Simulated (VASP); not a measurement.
# Si11WC12 (a cell with a defect) in VASP: a series of runs

Runs on Si11WC12 (a cell with a defect). Level: PBEsol+U. Tasks: single point.

Program: VASP 6.6.1. These are calculated values, not measurements. Logs are shortened: lines on timing, memory, paths and dates and some standing lists are left out, and cuts for length are marked.

### 1 Starting point

The cell holds a defect, 24 atoms: a = 9.245 Å, b = 6.163 Å, c = 6.163 Å, α = 60.00°, β = 60.00°, γ = 60.00°.

### 2 Single point, PBEsol+U, collinear spin, ferromagnetic start

Input file INCAR:

```
PREC = Accurate ; ENCUT = 450
EDIFF = 1E-5 ; ISMEAR = 0
SIGMA = 0.03 ; LREAL = Auto
LASPH = T ; NELM = 120
ALGO = Normal ; ISIF = 2
LWAVE = F ; LCHARG = F
ISPIN = 2 ; MAGMOM = 1 0 0 0 0 0 0 0 0 0 0 0 0 0 0 0 0 0 0 0 0 0 0 0
LORBIT = 11 ; LMAXMIX = 4
LDAU = T ; LDAUTYPE = 2
LDAUL = 2 -1 -1 ; LDAUU = 2 0 0
LDAUJ = 0 0 0 ; LDAUPRINT = 1
GGA = PS ; NBANDS = 75
NELECT = 105.0 ; KPAR = 4
```

Input file KPOINTS:

```
regular mesh
0
Gamma
  2 3 3
```

Input file POSCAR:

```
Si11WC12
1.0
    0.0000000000      6.5370000000      6.5370000000
    4.3580000000      0.0000000000      4.3580000000
    4.3580000000      4.3580000000      0.0000000000
W Si C
1 11 12
Direct
    0.0000000000      0.0000000000      0.0000000000
    0.0000000000      0.0000000000      0.5000000000
    0.0000000000      0.5000000000      0.0000000000
    0.0000000000      0.5000000000      0.5000000000
    0.3333330000      0.0000000000      0.0000000000
    0.3333330000      0.0000000000      0.5000000000
    0.3333330000      0.5000000000      0.0000000000
    0.3333330000      0.5000000000      0.5000000000
    0.6666670000      0.0000000000      0.0000000000
    0.6666670000      0.0000000000      0.5000000000
    0.6666670000      0.5000000000      0.0000000000
    0.6666670000      0.5000000000      0.5000000000
    0.0833333333      0.1250000000      0.1250000000
    0.0833333333      0.1250000000      0.6250000000
    0.0833333333      0.6250000000      0.1250000000
    0.0833333333      0.6250000000      0.6250000000
    0.4166663333      0.1250000000      0.1250000000
    0.4166663333      0.1250000000      0.6250000000
    0.4166663333      0.6250000000      0.1250000000
    0.4166663333      0.6250000000      0.6250000000
    0.7500003333      0.1250000000      0.1250000000
    0.7500003333      0.1250000000      0.6250000000
    0.7500003333      0.6250000000      0.1250000000
    0.7500003333      0.6250000000      0.6250000000
```

Potentials or basis: VASP PAW PBE potentials, release 64 (W_sv, Si, C).

Started as:

```console
$ cat potpaw_PBE.64/W_sv/POTCAR potpaw_PBE.64/Si/POTCAR potpaw_PBE.64/C/POTCAR > POTCAR
$ mpirun -np 4 vasp_std > vasp.out
```

OUTCAR:

```text
PREC = Accurate
   ENCUT = 450
   EDIFF = 1E-5
   ISMEAR = 0
   LREAL = Auto
   LASPH = T
   NELM = 120
   ISIF = 2
   ISPIN = 2
   LORBIT = 11
   GGA = PS
   NELECT = 105.0

 ion  position               nearest neighbor table
   1  0.000  0.000  0.000-  21 1.89  13 1.89  15 1.89  14 1.89   5 3.08   9 3.08  10 3.08  11 3.08
                             6 3.08   7 3.08   2 3.08   4 3.08   2 3.08   3 3.08   4 3.08   3 3.08
   2  0.000  0.000  0.500-  22 1.89  14 1.89  16 1.89  13 1.89   6 3.08  10 3.08   9 3.08  12 3.08
                             5 3.08   8 3.08   1 3.08   3 3.08   1 3.08   3 3.08   4 3.08   4 3.08
   3  0.000  0.500  0.000-  23 1.89  15 1.89  16 1.89  13 1.89   7 3.08  11 3.08   9 3.08  12 3.08
                             8 3.08   5 3.08   2 3.08   4 3.08   1 3.08   1 3.08   2 3.08   4 3.08
   4  0.000  0.500  0.500-  24 1.89  16 1.89  14 1.89  15 1.89   8 3.08  12 3.08  11 3.08  10 3.08
                             7 3.08   6 3.08   1 3.08   3 3.08   2 3.08   1 3.08   2 3.08   3 3.08
   5  0.333  0.000  0.000-  13 1.89  17 1.89  18 1.89  19 1.89   1 3.08   2 3.08   3 3.08   6 3.08
                             7 3.08   6 3.08   8 3.08   7 3.08   8 3.08  10 3.08  11 3.08   9 3.08
   6  0.333  0.000  0.500-  14 1.89  18 1.89  17 1.89  20 1.89   2 3.08   1 3.08   4 3.08   5 3.08
                             8 3.08   5 3.08   7 3.08   7 3.08   8 3.08   9 3.08  12 3.08  10 3.08
   7  0.333  0.500  0.000-  15 1.89  19 1.89  17 1.89  20 1.89   3 3.08   1 3.08   4 3.08   5 3.08
                             8 3.08   6 3.08   8 3.08   5 3.08   6 3.08  12 3.08   9 3.08  11 3.08
   8  0.333  0.500  0.500-  16 1.89  20 1.89  19 1.89  18 1.89   4 3.08   3 3.08   2 3.08   6 3.08
                             7 3.08   5 3.08   7 3.08   5 3.08   6 3.08  11 3.08  10 3.08  12 3.08
   9  0.667  0.000  0.000-  21 1.89  22 1.89  23 1.89  17 1.89   1 3.08   2 3.08   3 3.08  10 3.08
[... 5 lines left out ...]
  12  0.667  0.500  0.500-  24 1.89  23 1.89  22 1.89  20 1.89   4 3.08   3 3.08   2 3.08  10 3.08
                             9 3.08  11 3.08  11 3.08   9 3.08  10 3.08   6 3.08   7 3.08   8 3.08
  13  0.083  0.125  0.125-   5 1.89   1 1.89   3 1.89   2 1.89
  14  0.083  0.125  0.625-   6 1.89   2 1.89   4 1.89   1 1.89
  15  0.083  0.625  0.125-   7 1.89   3 1.89   4 1.89   1 1.89
  16  0.083  0.625  0.625-   8 1.89   4 1.89   2 1.89   3 1.89
  17  0.417  0.125  0.125-   5 1.89   6 1.89   7 1.89   9 1.89
  18  0.417  0.125  0.625-   6 1.89   5 1.89   8 1.89  10 1.89
  19  0.417  0.625  0.125-   7 1.89   5 1.89   8 1.89  11 1.89
  20  0.417  0.625  0.625-   8 1.89   7 1.89   6 1.89  12 1.89
  21  0.750  0.125  0.125-   1 1.89   9 1.89  10 1.89  11 1.89
  22  0.750  0.125  0.625-   2 1.89  10 1.89   9 1.89  12 1.89
  23  0.750  0.625  0.125-   3 1.89  11 1.89   9 1.89  12 1.89
  24  0.750  0.625  0.625-   4 1.89  12 1.89  11 1.89  10 1.89

  LATTYP: Found a face centered orthorhombic cell.
 ALAT       =     6.1631427048
 B/A-ratio  =     1.7320508076
 C/A-ratio  =     2.4494897428

  Lattice vectors:

 A1 = (   0.0000000000,   6.5370000000,   6.5370000000)
 A2 = (  -4.3580000000,   2.1790000000,   6.5370000000)
 A3 = (   4.3580000000,   0.0000000000,   4.3580000000)

Analysis of symmetry for initial positions (statically):
=====================================================================
 Subroutine PRICEL returns:
 Original cell was already a primitive cell.

 Routine SETGRP: Setting up the symmetry group for a
 face centered orthorhombic supercell.

 Subroutine GETGRP returns: Found  2 space group operations
 (whereof  2 operations were pure point group operations)
 out of a pool of  8 trial point group operations.

The static configuration has the point symmetry C_1h.

Analysis of symmetry for dynamics (positions and initial velocities):
=====================================================================
 Subroutine PRICEL returns:
 Original cell was already a primitive cell.

 Routine SETGRP: Setting up the symmetry group for a
 face centered orthorhombic supercell.

 Subroutine GETGRP returns: Found  2 space group operations
 (whereof  2 operations were pure point group operations)
 out of a pool of  8 trial point group operations.

The dynamic configuration has the point symmetry C_1h.

Analysis of structural, dynamic, and magnetic symmetry:
[... 181 lines left out ...]
 NGX is ok and might be reduce to    64
   NGX = 31   NGY = 21   NGZ = 21

atom =   1  type =  1  l = 2

 onsite density matrix

spin component  1

  0.4467 -0.0027  0.0026  0.0010 -0.0006
 -0.0027  0.4454  0.0005 -0.0027 -0.0009
  0.0026  0.0005  0.3964 -0.0008  0.0193
  0.0010 -0.0027 -0.0008  0.4467 -0.0026
 -0.0006 -0.0009  0.0193 -0.0026  0.3741

spin component  2

  0.4327 -0.0036 -0.0017  0.0030 -0.0003
 -0.0036  0.4326 -0.0011 -0.0036  0.0019
 -0.0017 -0.0011  0.1796  0.0011 -0.0015
  0.0030 -0.0036  0.0011  0.4327  0.0013
 -0.0003  0.0019 -0.0015  0.0013  0.1813

[... 8 lines left out ...]
  o =  0.4394  v =  0.0000  0.0000  0.0000  0.0000  0.0000 -0.5684  0.5948 -0.0013 -0.5684  0.0023      0.0000  0.0000  0.0000  0.0000  0.0000  0.0000  0.0000  0.0000  0.0000  0.0000
  o =  0.4426  v =  0.4190  0.8050  0.0150  0.4190 -0.0259  0.0000  0.0000  0.0000  0.0000  0.0000      0.0000  0.0000  0.0000  0.0000  0.0000  0.0000  0.0000  0.0000  0.0000  0.0000
  o =  0.4459  v = -0.7052  0.0000 -0.0632  0.7052 -0.0365  0.0000  0.0000  0.0000  0.0000  0.0000      0.0000  0.0000  0.0000  0.0000  0.0000  0.0000  0.0000  0.0000  0.0000  0.0000
  o =  0.4507  v =  0.5692 -0.5931  0.0080  0.5692 -0.0138  0.0000  0.0000  0.0000  0.0000  0.0000      0.0000  0.0000  0.0000  0.0000  0.0000  0.0000  0.0000  0.0000  0.0000  0.0000

 number of electron     105.0000004 magnetization       0.7871304

 Free energy of the ion-electron system (eV)
  ---------------------------------------------------
  ext. energy  EPLUGINS =         0.00000000
  ---------------------------------------------------
  free energy    TOTEN  =      -201.31489083 eV

  energy without entropy =     -201.31298630  energy(sigma->0) =     -201.31393856

 E-fermi :   9.6165     XC(G=0): -11.6491

 val. band max:        9.6150368713   @ k =   0.5000   0.0000   0.0000
 cond. band min:       9.6302388559   @ k =   0.5000   0.3333   0.3333
 fundamental gap:      0.0152019846
 Fermi energy:         9.6165291201

 spin component 1

 k-point     1 :       0.0000    0.0000    0.0000
  band No.  band energies     occupation
      1     -65.4218      1.00000
      2     -29.9856      1.00000
      3     -29.9667      1.00000
      4     -29.9426      1.00000
      5      -7.0761      1.00000
      6      -5.1133      1.00000
[... 525 lines left out ...]
     63      13.4792      0.00000
     64      13.5299      0.00000
 Fermi energy:         9.6165291201

 spin component 2

 k-point     1 :       0.0000    0.0000    0.0000
  band No.  band energies     occupation
      1     -65.2071      1.00000
      2     -29.7188      1.00000
      3     -29.6727      1.00000
      4     -29.6474      1.00000
      5      -7.0518      1.00000
      6      -5.0872      1.00000
[... 525 lines left out ...]
     63      13.5461      0.00000
     64      13.5662      0.00000
 [bands above 64 left out]

------------------------ aborting loop because EDIFF is reached ----------------------------------------

  FORCE on cell =-STRESS in cart. coord.  units (eV):
  Direction    XX          YY          ZZ          XY          YZ          ZX
  --------------------------------------------------------------------------------------
  -------------------------------------------------------------------------------------
  Total        0.3240165      0.3764525      0.3764525      0.2860661     -0.1885533      0.2860664
  in kB        2.0907146      2.4290577      2.4290577      1.8458400     -1.2166392      1.8458420
  external PRESSURE =       2.3162767 kB  Pullay stress =       0.0000000 kB

 VOLUME and BASIS-vectors are now :
 -----------------------------------------------------------------------------
  energy-cutoff  :      450.00
  volume of cell :      248.30
      direct lattice vectors                 reciprocal lattice vectors
     0.000000000  6.537000000  6.537000000    -0.076487685  0.076487685  0.076487685
     4.358000000  0.000000000  4.358000000     0.114731528 -0.114731528  0.114731528
     4.358000000  4.358000000  0.000000000     0.114731528  0.114731528 -0.114731528

 POSITION                                       TOTAL-FORCE (eV/Angst)
 -----------------------------------------------------------------------------------
      0.00000      0.00000      0.00000         0.072738     -0.225457     -0.225457
      2.17900      2.17900      0.00000         0.129054     -0.067138     -1.071566
      2.17900      0.00000      2.17900         0.129054     -1.071566     -0.067138
      4.35800      2.17900      2.17900         1.035168     -0.086204     -0.086204
      0.00000      2.17900      2.17900        -0.790108      0.556590      0.556590
      2.17900      4.35800      2.17900        -0.520620      0.726472      0.462016
[... 16 lines left out ...]
      3.26850      5.44750      7.62650        -0.059776      0.189395      0.055139
      5.44750      7.62650      7.62650        -0.239861      0.096571      0.096571
 -----------------------------------------------------------------------------------
    total drift:                               -0.003892      0.000406      0.000406

  FREE ENERGIE OF THE ION-ELECTRON SYSTEM (eV)
  ---------------------------------------------------
  free  energy   TOTEN  =      -201.3148908312 eV

  energy  without entropy=     -201.3129862966  energy(sigma->0) =     -201.31393856

 total charge

# of ion       s       p       d       tot
------------------------------------------
    1        2.531   6.425   3.698  12.654
    2        0.709   0.949   0.000   1.658
    3        0.709   0.949   0.000   1.658
    4        0.707   0.950   0.000   1.657
    5        0.706   0.954   0.000   1.659
    6        0.705   0.956   0.000   1.661
[... 16 lines left out ...]
   23        0.834   1.686   0.000   2.520
   24        0.834   1.687   0.000   2.521
--------------------------------------------------
tot         20.429  37.286   3.698  61.414

 magnetization (x)

# of ion       s       p       d       tot
------------------------------------------
    1        0.007   0.007   0.446   0.460
    2        0.012   0.009   0.000   0.021
    3        0.012   0.009   0.000   0.021
    4        0.009   0.007   0.000   0.016
    5        0.005   0.004   0.000   0.009
    6        0.005   0.005   0.000   0.009
[... 16 lines left out ...]
   23        0.000   0.000   0.000   0.001
   24       -0.000   0.001   0.000   0.001
--------------------------------------------------
tot          0.068   0.032   0.446   0.546
```

It took 95 s on 4 MPI ranks of Intel Xeon 6975P-C (Granite Rapids), shared host; peak memory 0.58 GiB.

Results:

```yaml
Free_energy: -201.3149 eV
Largest_force: 3.292 eV/Å
Band_gap_on_the_k_mesh: none (metal or under the smearing width)
Net_moment: 0.79 μB per cell
Site_moments: W +0.46; Si +0.02, +0.01, +0.00; C -0.01, +0.00, -0.00 μB
Valence_electrons_inside_the_program's_atomic_spheres: W 12.65; Si 1.66; C 2.59, 2.52
```

Forces on the atoms (eV/Å):
```
W    0.073 -0.225 -0.225
Si   0.129 -0.067 -1.072
Si   0.129 -1.072 -0.067
Si   1.035 -0.086 -0.086
Si  -0.790  0.557  0.557
Si  -0.521  0.726  0.462
Si  -0.521  0.462  0.726
Si  -0.125  0.200  0.200
Si  -0.700 -0.450 -0.450
Si   0.640  0.512 -0.597
Si   0.640 -0.597  0.512
Si   0.057 -0.096 -0.096
C    1.853  1.924  1.924
C   -1.924 -1.787  1.934
C   -1.924  1.934 -1.787
C   -0.063  0.035  0.035
C    0.344 -0.150 -0.150
C    0.060 -0.216 -0.088
C    0.060 -0.088 -0.216
C    0.176 -0.163 -0.163
C    1.733 -1.693 -1.693
C   -0.060  0.055  0.189
C   -0.060  0.189  0.055
C   -0.240  0.097  0.097
```

Levels at points of the mesh, in eV from the Fermi level:
Spin up:
| k point | band 51 | band 52 | band 53 | band 54 | band 55 | band 56 |
| --- | --- | --- | --- | --- | --- | --- |
| (0.00, 0.00, 0.00) | -1.46 | -1.43 | -0.15 | -0.05 | -0.05 | 0.99 |
| (0.50, 0.00, 0.00) | -1.56 | -1.56 | -0.23 | -0.19 | 0.00 | 0.04 |
Spin down:
| k point | band 50 | band 51 | band 52 | band 53 | band 54 | band 55 |
| --- | --- | --- | --- | --- | --- | --- |
| (0.00, 0.00, 0.00) | -1.64 | -1.45 | -1.42 | -0.02 | 0.29 | 0.39 |
| (0.50, 0.00, 0.00) | -1.90 | -1.55 | -1.55 | -0.12 | 0.03 | 0.33 |

Eigenvalues of the final occupation matrices:
| site | spin | trace | eigenvalues |
| --- | --- | --- | --- |
| site 1 d | 1 | 2.11 | 0.36 0.41 0.44 0.45 0.45 |
| site 1 d | 2 | 1.66 | 0.18 0.18 0.43 0.43 0.44 |

Caveat: the k mesh is coarse (spacing up to 0.42 Å⁻¹), so the values aren't converged; the cell is charged against a uniform background, so pressure and absolute levels hang on convention; the cutoff is under 1.25 times the usual one of these potentials, so pressure, stress and relaxed cells hold a basis-set (Pulay) error; the PAW data sets were made with another functional, which shifts forces and pressure a little; the U is typed as a test and isn't derived for this compound. The run has no spin-orbit coupling, so splittings on W are missing.

### 3 Single point, PBEsol+U, collinear spin, ferromagnetic start

INCAR is that of step 2.

KPOINTS is that of step 2.

POSCAR is that of step 2.

Potentials or basis: VASP PAW PBE potentials, release 64 (W_sv, Si, C).

Started as:

```console
$ cat potpaw_PBE.64/W_sv/POTCAR potpaw_PBE.64/Si/POTCAR potpaw_PBE.64/C/POTCAR > POTCAR
$ mpirun -np 4 vasp_std > vasp.out
```

It took 76 s on 4 MPI ranks of Intel Xeon 6975P-C (Granite Rapids), shared host; peak memory 0.55 GiB.

The run converged. Its results:

```yaml
Free_energy: -201.3149 eV
Largest_force: 3.292 eV/Å
Band_gap_on_the_k_mesh: none (metal or under the smearing width)
Net_moment: 0.79 μB per cell
Site_moments: W +0.46; Si +0.02, +0.01, +0.00; C -0.01, +0.00, -0.00 μB
Valence_electrons_inside_the_program's_atomic_spheres: W 12.65; Si 1.66; C 2.59, 2.52
```

Forces on the atoms (eV/Å):
```
W    0.073 -0.225 -0.225
Si   0.129 -0.067 -1.072
Si   0.129 -1.072 -0.067
Si   1.035 -0.086 -0.086
Si  -0.790  0.557  0.557
Si  -0.521  0.726  0.462
Si  -0.521  0.462  0.726
Si  -0.125  0.200  0.200
Si  -0.700 -0.450 -0.450
Si   0.640  0.512 -0.597
Si   0.640 -0.597  0.512
Si   0.057 -0.096 -0.096
C    1.853  1.924  1.924
C   -1.924 -1.787  1.934
C   -1.924  1.934 -1.787
C   -0.063  0.035  0.035
C    0.344 -0.150 -0.150
C    0.060 -0.216 -0.088
C    0.060 -0.088 -0.216
C    0.176 -0.163 -0.163
C    1.733 -1.693 -1.693
C   -0.060  0.055  0.189
C   -0.060  0.189  0.055
C   -0.240  0.097  0.097
```

Levels at points of the mesh, in eV from the Fermi level:
Spin up:
| k point | band 49 | band 50 | band 51 | band 52 | band 53 | band 54 | band 55 | band 56 | band 57 | band 58 |
| --- | --- | --- | --- | --- | --- | --- | --- | --- | --- | --- |
| (0.00, 0.00, 0.00) | -2.03 | -1.65 | -1.46 | -1.43 | -0.15 | -0.05 | -0.05 | 0.99 | 1.00 | 1.35 |
| (0.50, 0.00, 0.00) | -1.96 | -1.91 | -1.56 | -1.56 | -0.23 | -0.19 | 0.00 | 0.04 | 1.07 | 1.31 |
Spin down:
```csv
k point,band 49,band 50,band 51,band 52,band 53,band 54,band 55,band 56
"(0.00, 0.00, 0.00)",-2.03,-1.64,-1.45,-1.42,-0.02,0.29,0.39,1.09
"(0.50, 0.00, 0.00)",-1.95,-1.90,-1.55,-1.55,-0.12,0.03,0.33,0.38
```

Eigenvalues of the final occupation matrices:
```
    site  spin  trace               eigenvalues
site 1 d     1   2.11  0.36 0.41 0.44 0.45 0.45
site 1 d     2   1.66  0.18 0.18 0.43 0.43 0.44
```

Caveat: the k mesh is coarse (spacing up to 0.42 Å⁻¹), so the values aren't converged; the cell is charged against a uniform background, so pressure and absolute levels hang on convention; the cutoff is under 1.25 times the usual one of these potentials, so pressure, stress and relaxed cells hold a basis-set (Pulay) error; the PAW data sets were made with another functional, which shifts forces and pressure a little; the U is typed as a test and isn't derived for this compound. Spin-orbit coupling is left out, which matters for the levels of W.

### 4 Single point, PBEsol+U, collinear spin, ferromagnetic start

Edit INCAR of step 3 so:

```diff
@@ -4,3 +4,3 @@
 LASPH = T ; NELM = 120
-ALGO = Normal ; ISIF = 2
+ALGO = All ; ISIF = 2
 LWAVE = F ; LCHARG = F
@@ -12,2 +12,3 @@
 GGA = PS ; NBANDS = 75
-NELECT = 105.0 ; KPAR = 4
+NELECT = 105.0 ; ISYM = 0
+KPAR = 4
```

KPOINTS is that of step 3.

POSCAR is that of step 3.

Started as:

```console
$ cat potpaw_PBE.64/W_sv/POTCAR potpaw_PBE.64/Si/POTCAR potpaw_PBE.64/C/POTCAR > POTCAR
$ mpirun -np 4 vasp_std > vasp.out
```

It took 1.9 min on 4 MPI ranks of Intel Xeon 6975P-C (Granite Rapids), shared host; peak memory 0.86 GiB.

The run converged. Its results:

- Free energy: -201.3149 eV
- Largest force: 3.294 eV/Å
- Band gap on the k mesh: none (metal or under the smearing width)
- Net moment: 0.79 μB per cell
- Site moments: W +0.46; Si +0.02, +0.01, +0.00; C -0.01, +0.00, -0.00 μB
- Valence electrons inside the program's atomic spheres: W 12.65; Si 1.66; C 2.59, 2.52

Forces on the atoms (eV/Å):
```
W    0.075 -0.227 -0.227
Si   0.129 -0.067 -1.072
Si   0.129 -1.072 -0.067
Si   1.035 -0.086 -0.086
Si  -0.790  0.557  0.557
Si  -0.521  0.727  0.463
Si  -0.521  0.463  0.727
Si  -0.126  0.201  0.201
Si  -0.700 -0.450 -0.450
Si   0.641  0.512 -0.597
Si   0.641 -0.597  0.512
Si   0.057 -0.096 -0.096
C    1.852  1.926  1.926
C   -1.926 -1.788  1.935
C   -1.926  1.935 -1.788
C   -0.063  0.035  0.035
C    0.343 -0.150 -0.150
C    0.060 -0.216 -0.088
C    0.060 -0.088 -0.216
C    0.175 -0.163 -0.163
C    1.734 -1.696 -1.696
C   -0.059  0.054  0.189
C   -0.059  0.189  0.054
C   -0.240  0.096  0.096
```

Levels at points of the mesh, in eV from the Fermi level:
Spin up:
```csv
k point,band 50,band 51,band 52,band 53,band 54,band 55,band 56,band 57
"(0.00, 0.00, 0.00)",-1.65,-1.46,-1.42,-0.15,-0.05,-0.04,0.99,1.00
"(0.50, 0.00, 0.00)",-1.91,-1.56,-1.56,-0.23,-0.19,0.00,0.04,1.07
```
Spin down:
```tsv
k point	band 48	band 49	band 50	band 51	band 52	band 53	band 54	band 55	band 56	band 57
(0.00, 0.00, 0.00)	-2.04	-2.03	-1.64	-1.45	-1.42	-0.02	0.29	0.39	1.09	1.09
(0.50, 0.00, 0.00)	-2.59	-1.95	-1.90	-1.55	-1.55	-0.12	0.03	0.33	0.39	1.18
```

Eigenvalues of the final occupation matrices:
```csv
site,spin,trace,eigenvalues
site 1 d,1,2.11,0.36 0.41 0.44 0.45 0.45
site 1 d,2,1.66,0.18 0.18 0.43 0.43 0.44
```

Caveat: the k mesh is coarse (spacing up to 0.42 Å⁻¹), so the values aren't converged; the cell is charged against a uniform background, so pressure and absolute levels hang on convention; the cutoff is under 1.25 times the usual one of these potentials, so pressure, stress and relaxed cells hold a basis-set (Pulay) error; the PAW data sets were made with another functional, which shifts forces and pressure a little; the U is typed as a test and isn't derived for this compound.
